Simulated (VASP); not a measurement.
# The (0 0 1) face of CuGePSe in VASP, part 2 of 4

How does the (0 0 1) face of CuGePSe behave as a surface? The start is a computed cell from the Materials Project.

VASP 6.6.1, plane waves and PAW; the level of theory is named at each step.

So far. Step 2 (The bulk reference): Energy at zero smearing: -20.60974 eV.

## 3. Surface relaxation

This step: LDA, no spin polarisation; plane waves and PAW (Ge_d, P, Cu, Se) (VASP 6.6.1).

System of this step: CuGePSe. The cell holds 8 atoms: 2 Ge, 2 P, 2 Cu and 2 Se. Its edges and angles: a = 3.908 Å, b = 3.908 Å, c = 25.342 Å, α = 90.0°, β = 90.0°, γ = 120.0°. It derives from CuGePSe. The (0 0 1) slab of CuGePSe, cut from the database cell. Vacuum lies along c.

The free atoms relax, while those held by selective dynamics keep their cut positions.

Contents of INCAR:

```
SYSTEM = CuGePSe
PREC = Normal
ENCUT = 320
EDIFF = 1E-05
NELM = 120
ISMEAR = 0
SIGMA = 0.05
LREAL = .FALSE.
ALGO = Fast
GGA = CA
NBANDS = 44
LORBIT = 11
LWAVE = .FALSE.
LCHARG = .FALSE.
KPAR = 2
IBRION = 2
NSW = 40
ISIF = 2
EDIFFG = -0.03
POTIM = 0.4
MAXMIX = 40
IDIPOL = 3
LDIPOL = .TRUE.
DIPOL = 0.5 0.5 0.502
```

Contents of POSCAR:

```
CuGePSe
1.0
    3.9076160419      0.0000000000      0.0000000000
   -1.9538080210      3.3840947606      0.0000000000
    0.0000000000      0.0000000000     25.3416781228
Ge P Cu Se
2 2 2 2
Selective dynamics
Direct
    0.3333333300      0.6666666700      0.2959551400  F F F
    0.0000000000      0.0000000000      0.5472477900  T T T
    0.6666666700      0.3333333300      0.3335213800  F F F
    0.3333333300      0.6666666700      0.5848140300  T T T
    0.6666666700      0.3333333300      0.4217168100  F F F
    0.3333333300      0.6666666700      0.6730094600  T T T
    0.0000000000      0.0000000000      0.4527522100  F F F
    0.6666666700      0.3333333300      0.7040448600  T T T
```

Contents of KPOINTS:

```
Automatic mesh
0
Gamma
9 9 1
0 0 0
```

PAW data sets: Ge_d, P, Cu and Se (LDA family, release 64).

Launch:

```
mpirun -np 2 vasp_std
```

Output:

```text
[banner, memory and clock lines left out]
running    2 mpi-ranks, on    1 nodes
 distrk:  each k-point on    1 cores,    2 groups
 distr:  one band on    1 cores,    1 groups

 POSCAR found type information on POSCAR GeP CuSe
 POSCAR found :  4 types and       8 ions
 LDA part: xc-table for (Slater(with rela. corr.)+CA(PZ))
 , standard interpolation
 POSCAR, INCAR and KPOINTS ok, starting setup
 FFT: planning ... GRIDC
 FFT: planning ... GRID_SOFT
 FFT: planning ... GRID
 WAVECAR not read
 entering main loop
       N       E                     dE             d eps       ncg     rms          rms(c)
DAV:   1     0.597739946477E+03    0.59774E+03   -0.24871E+04  1288   0.163E+03
DAV:   2     0.612278890171E+02   -0.53651E+03   -0.52181E+03  1088   0.458E+02
DAV:   3    -0.364670014797E+02   -0.97695E+02   -0.95935E+02  1520   0.179E+02
DAV:   4    -0.429388221270E+02   -0.64718E+01   -0.64017E+01  1368   0.520E+01
DAV:   5    -0.432478416218E+02   -0.30902E+00   -0.30852E+00  1632   0.114E+01    0.188E+01
RMM:   6    -0.501217625451E+02   -0.68739E+01   -0.92652E+01  1198   0.806E+01    0.171E+01
RMM:   7    -0.485658925911E+02    0.15559E+01   -0.27663E+01  1099   0.496E+01    0.105E+01
RMM:   8    -0.408250402814E+02    0.77409E+01   -0.17123E+00  1273   0.108E+01    0.616E+00
RMM:   9    -0.401889814463E+02    0.63606E+00   -0.35215E+00  1493   0.131E+01    0.747E+00
RMM:  10    -0.400807573376E+02    0.10822E+00   -0.11621E+00  1387   0.707E+00    0.463E+00
RMM:  11    -0.395988045729E+02    0.48195E+00   -0.10118E+00  1419   0.773E+00    0.171E+00
RMM:  12    -0.395573768680E+02    0.41428E-01   -0.18574E-01  1444   0.244E+00    0.571E-01
RMM:  13    -0.395526646360E+02    0.47122E-02   -0.39543E-02  1575   0.763E-01    0.348E-01
RMM:  14    -0.395506432891E+02    0.20213E-02   -0.90296E-03  1472   0.559E-01    0.160E-01
RMM:  15    -0.395506914558E+02   -0.48167E-04   -0.35753E-03  1582   0.312E-01    0.672E-02
RMM:  16    -0.395508241118E+02   -0.13266E-03   -0.73166E-04  1536   0.115E-01    0.528E-02
RMM:  17    -0.395508204648E+02    0.36470E-05   -0.15540E-04  1337   0.588E-02    0.263E-02
RMM:  18    -0.395508907855E+02   -0.70321E-04   -0.38841E-05   903   0.368E-02    0.213E-02
RMM:  19    -0.395509382798E+02   -0.47494E-04   -0.27194E-05   797   0.393E-02    0.121E-02
RMM:  20    -0.395509978505E+02   -0.59571E-04   -0.20804E-05   754   0.252E-02    0.942E-03
RMM:  21    -0.395510338134E+02   -0.35963E-04   -0.22753E-05   770   0.300E-02    0.128E-02
RMM:  22    -0.395510536368E+02   -0.19823E-04   -0.22244E-05   726   0.396E-02    0.858E-03
RMM:  23    -0.395510630105E+02   -0.93737E-05   -0.46002E-06   595   0.183E-02
   1 F= -.39551063E+02 E0= -.39546511E+02  d E =-.395511E+02
 curvature:   0.00 expect dE= 0.000E+00 dE for cont linesearch  0.000E+00
 trial: gam= 0.00000 g(F)=  0.209E-01 g(S)=  0.000E+00 ort = 0.000E+00 (trialstep = 0.100E+01)
 search vector abs. value=  0.209E-01
 bond charge predicted
       N       E                     dE             d eps       ncg     rms          rms(c)
DAV:   1    -0.395663745549E+02   -0.15321E-01   -0.13592E+00  1164   0.465E+00    0.278E-01
RMM:   2    -0.395724510279E+02   -0.60765E-02   -0.41480E-02  1543   0.117E+00    0.300E-01
RMM:   3    -0.395703333207E+02    0.21177E-02   -0.78048E-03  1579   0.425E-01    0.137E-01
RMM:   4    -0.395700276538E+02    0.30567E-03   -0.13846E-03  1254   0.300E-01    0.492E-02
RMM:   5    -0.395700702333E+02   -0.42580E-04   -0.65118E-04  1304   0.103E-01    0.295E-02
RMM:   6    -0.395700551752E+02    0.15058E-04   -0.86322E-05  1045   0.684E-02    0.182E-02
RMM:   7    -0.395700408850E+02    0.14290E-04   -0.80320E-05   996   0.534E-02    0.838E-03
RMM:   8    -0.395700513211E+02   -0.10436E-04   -0.14200E-05   678   0.325E-02    0.413E-03
RMM:   9    -0.395700534663E+02   -0.21452E-05   -0.10017E-05   608   0.236E-02
   2 F= -.39570053E+02 E0= -.39565578E+02  d E =-.189905E-01
[... from here on, the cycles between the ionic steps are left out ...]
   3 F= -.39604433E+02 E0= -.39599831E+02  d E =-.533701E-01
   4 F= -.39601174E+02 E0= -.39595416E+02  d E =-.501111E-01
   5 F= -.39612140E+02 E0= -.39606568E+02  d E =-.610773E-01
   6 F= -.39616208E+02 E0= -.39610464E+02  d E =-.406727E-02
   7 F= -.39616706E+02 E0= -.39610877E+02  d E =-.456597E-02
   8 F= -.39619999E+02 E0= -.39614071E+02  d E =-.329284E-02
   9 F= -.39623619E+02 E0= -.39617459E+02  d E =-.691316E-02
  10 F= -.39627852E+02 E0= -.39621561E+02  d E =-.423283E-02
  11 F= -.39634316E+02 E0= -.39627755E+02  d E =-.106962E-01
  12 F= -.39637190E+02 E0= -.39630720E+02  d E =-.287466E-02
  13 F= -.39637210E+02 E0= -.39630750E+02  d E =-.289425E-02
  14 F= -.39639337E+02 E0= -.39632806E+02  d E =-.212739E-02
  15 F= -.39639510E+02 E0= -.39632951E+02  d E =-.230033E-02
  16 F= -.39640009E+02 E0= -.39633313E+02  d E =-.498626E-03
  17 F= -.39640060E+02 E0= -.39633397E+02  d E =-.549694E-03
  18 F= -.39640060E+02 E0= -.39633390E+02  d E =-.550216E-03
  19 F= -.39640061E+02 E0= -.39633394E+02  d E =-.550911E-03
 curvature:  -0.34 expect dE=-0.317E-04 dE for cont linesearch -0.212E-06
 ZBRENT: accuracy reached
 trial: gam= 0.20595 g(F)=  0.942E-04 g(S)=  0.000E+00 ort = 0.232E-04 (trialstep = 0.231E+01)
 search vector abs. value=  0.140E-03
 bond charge predicted
       N       E                     dE             d eps       ncg     rms          rms(c)
DAV:   1    -0.396401164891E+02   -0.54991E-04   -0.30922E-02  1168   0.613E-01    0.359E-02
RMM:   2    -0.396402241955E+02   -0.10771E-03   -0.11503E-03  1313   0.188E-01    0.176E-02
RMM:   3    -0.396402408810E+02   -0.16685E-04   -0.19103E-04  1125   0.675E-02    0.122E-02
RMM:   4    -0.396402429053E+02   -0.20244E-05   -0.25801E-05   703   0.318E-02
  20 F= -.39640243E+02 E0= -.39633565E+02  d E =-.181764E-03
 trial-energy change:   -0.000182  1 .order   -0.000183   -0.000229   -0.000138
 step:   5.8317(harm=  5.8317)  dis= 0.00152  next Energy=   -39.640350 (dE=-0.289E-03)
 reached required accuracy - stopping structural energy minimisation
```

Run time: 2.5 min. Hardware: 2 MPI ranks of Intel Xeon 6975P-C (Granite Rapids), shared host; peak memory 0.44 GiB; 4.9 min of CPU time.

OUTCAR, selected parts (step 3):

```text
  LATTYP: Found a hexagonal cell.
 ALAT       =     3.9076160419
 C/A-ratio  =     6.4852016808

The static configuration has the point symmetry C_3v.

 Found     12 irreducible k-points:

   k-points           NKPTS =     12   k-points in BZ     NKDIM =     12   number of bands    NBANDS=     44

   dimension x,y,z NGX =    18 NGY =   18 NGZ =  112
   dimension x,y,z NGXF=    36 NGYF=   36 NGZF=  224

   ENCUT  =  320.0 eV  23.52 Ry    4.85 a.u.   5.70  5.70 36.96*2*pi/ulx,y,z

   NELECT =      72.0000    total number of electrons

 dipolmoment           0.000000      0.000000      0.074902 electrons x Angstroem

 E-fermi :  -0.5701

 k-point     1 :       0.0000    0.0000    0.0000
  band No.  band energies     occupation
    ...
     28      -2.5038      2.00000
     29      -2.5038      2.00000
     30      -1.9553      2.00000
     31      -1.9552      2.00000
     32      -1.6095      2.00000
     33      -0.5315      0.27541
     34      -0.4515      0.00080
     35      -0.4515      0.00080
     36      -0.1335      0.00000
     37       0.2093      0.00000
    ...

 k-point     2 :       0.1111   -0.0000    0.0000
  band No.  band energies     occupation
    ...
     31      -2.1541      2.00000
     32      -1.3205      2.00000
     33      -0.7926      2.00000
     34      -0.5885      1.39816
     35      -0.5756      1.12427
     36      -0.0092      0.00000
     37       0.1246      0.00000
     38       0.2936      0.00000
     39       0.7844      0.00000
     40       1.9578      0.00000
    ...

  Total       -5.6318916     -5.6318916     -1.3737049      0.0000000      0.0000000     -0.0000000
  in kB      -26.9262022    -26.9262022     -6.5677144      0.0000000      0.0000000     -0.0000000
  external PRESSURE =     -20.1400396 kB  Pullay stress =       0.0000000 kB

  energy-cutoff  :      320.00
  volume of cell :      335.11
      direct lattice vectors                 reciprocal lattice vectors
     3.907616042  0.000000000  0.000000000     0.255910506  0.147750000  0.000000000
    -1.953808021  3.384094761  0.000000000     0.000000000  0.295499999  0.000000000
     0.000000000  0.000000000 25.341678123     0.000000000  0.000000000  0.039460686

 POSITION                                       TOTAL-FORCE (eV/Angst)
 -----------------------------------------------------------------------------------
     -0.00000      2.25606      7.50000        -0.000000      0.000000     -0.202724
      0.00000      0.00000     13.86369         0.000000      0.000000     -0.009040
      1.95381      1.12803      8.45199        -0.000000      0.000000      0.570222
     -0.00000      2.25606     14.77644        -0.000000     -0.000000      0.014993
      1.95381      1.12803     10.68701         0.000000     -0.000000      0.206284
     -0.00000      2.25606     16.96995        -0.000000      0.000000     -0.009493
      0.00000      0.00000     11.47350        -0.000000      0.000000     -0.543058
      1.95381      1.12803     17.47726         0.000000      0.000000     -0.027183
 -----------------------------------------------------------------------------------
    total drift:                               -0.000026     -0.000039      0.024978

  FREE ENERGIE OF THE ION-ELECTRON SYSTEM (eV)
  ---------------------------------------------------
  free  energy   TOTEN  =       -39.6402429053 eV

  energy  without entropy=      -39.6268864577  energy(sigma->0) =      -39.63356468

 reached required accuracy - stopping structural energy minimisation

 vacuum level on the upper side and lower side of the slab         5.034         4.006

 total charge
# of ion       s       p       d       tot
------------------------------------------
    1        1.236   0.998  10.015  12.250
    2        1.168   1.110  10.054  12.332
    3        1.055   1.403   0.000   2.458
    4        1.085   1.368   0.000   2.454
    5        0.435   0.398   9.203  10.035
    6        0.470   0.481   9.149  10.101
    7        1.460   2.341   0.059   3.860
    8        1.462   2.313   0.048   3.823
--------------------------------------------------
tot          8.373  10.412  38.529  57.313

[... 1 part as in an earlier step ...]

[... 7 further parts left out ...]
```

CONTCAR:

```
CuGePSe
   1.00000000000000
     3.9076160418999999    0.0000000000000000    0.0000000000000000
    -1.9538080210000000    3.3840947606000000    0.0000000000000000
     0.0000000000000000    0.0000000000000000   25.3416781228000012
  Ge              P               Cu              Se
     2     2     2     2
Selective dynamics
Direct
     0.3333333300000021    0.6666666699999979    0.2959551399999967   F   F   F
     0.0000000000000000    0.0000000000000000    0.5470708986277019   T   T   T
     0.6666666699999979    0.3333333300000021    0.3335213800000005   F   F   F
     0.3333333300000021    0.6666666699999979    0.5830884932385515   T   T   T
     0.6666666699999979    0.3333333300000021    0.4217168099999995   F   F   F
     0.3333333300000021    0.6666666699999979    0.6696460530166597   T   T   T
     0.0000000000000000    0.0000000000000000    0.4527522099999999   F   F   F
     0.6666666699999979    0.3333333300000021    0.6896646606620144   T   T   T
```

The run keeps the 6 symmetry operations of its start, so it cannot find a distortion of lower symmetry.

Relaxation path:

```
step  energy less that of the first step (eV)  largest force (eV/Å)
   1                                   0.0000                0.6237
   2                                  -0.0190                0.5199
   3                                  -0.0534                0.2457
   4                                  -0.0501                0.3575
   5                                  -0.0611                0.2419
   6                                  -0.0651                0.1361
   7                                  -0.0656                0.2281
   8                                  -0.0689                0.1949
   9                                  -0.0726                0.2165
  10                                  -0.0768                0.1762
  11                                  -0.0833                0.1538
  12                                  -0.0861                0.1556
  13                                  -0.0861                0.1604
  14                                  -0.0883                0.0735
  15                                  -0.0884                0.0853
  16                                  -0.0889                0.0670
  17                                  -0.0890                0.0395
  18                                  -0.0890                0.0394
  19                                  -0.0890                0.0394
  20                                  -0.0892                0.0272
```

The atoms that moved most (Å):

```
atom     dx     dy      dz  length
 Se8  0.000  0.000  -0.364   0.364
 Cu6  0.000  0.000  -0.085   0.085
  P4  0.000  0.000  -0.044   0.044
```

The relaxed structure:

```xyz
8
Lattice="3.9076 0.0000 0.0000 -1.9538 3.3841 0.0000 0.0000 0.0000 25.3417" Properties=species:S:1:pos:R:3
Ge    0.0000    2.2561    7.5000
Ge    0.0000    0.0000   13.8637
P     1.9538    1.1280    8.4520
P     0.0000    2.2561   14.7764
Cu    1.9538    1.1280   10.6870
Cu    0.0000    2.2561   16.9700
Se    0.0000    0.0000   11.4735
Se    1.9538    1.1280   17.4773
```

This step gave:

| Item | Value |
| --- | --- |
| electronic cycles | 139 |
| electrons | 72 |
| free energy (TOTEN) | -39.64 eV |
| energy at zero smearing | -39.63 eV |
| Fermi energy | -0.5701 eV |
| dipole moment | 0, 0, 0.07490 e·Å |

The run ended after 20 ionic steps, 0.089 eV below its first step, once the forces on the free atoms met EDIFFG = -0.03.

Only the dipole across the slab is computed (IDIPOL = 3); zeros along the plane are no results.

VASP counts the dipole in electrons times Å, so a positive number points the physical dipole along −c.

[end of part 2 of 4]

[Lines on the potential files, build, host, timing and source positions are cut from VASP's logs without a mark.]

[Logs are printed without paths, hosts, clocks, repeated set-up lines and the standing remarks that a program may print on its own settings, such as how far it seeks lower states.]

[Hosts, paths, dates, database ids (printed as entryN), source tags and the programs' standing remarks are cut or masked in the printed files.]

[In band tables of VASP the shares of atoms and orbitals are scaled to a sum of 1 inside the atoms' spheres.]

[Runs that stopped without an error message from VASP are left out.]
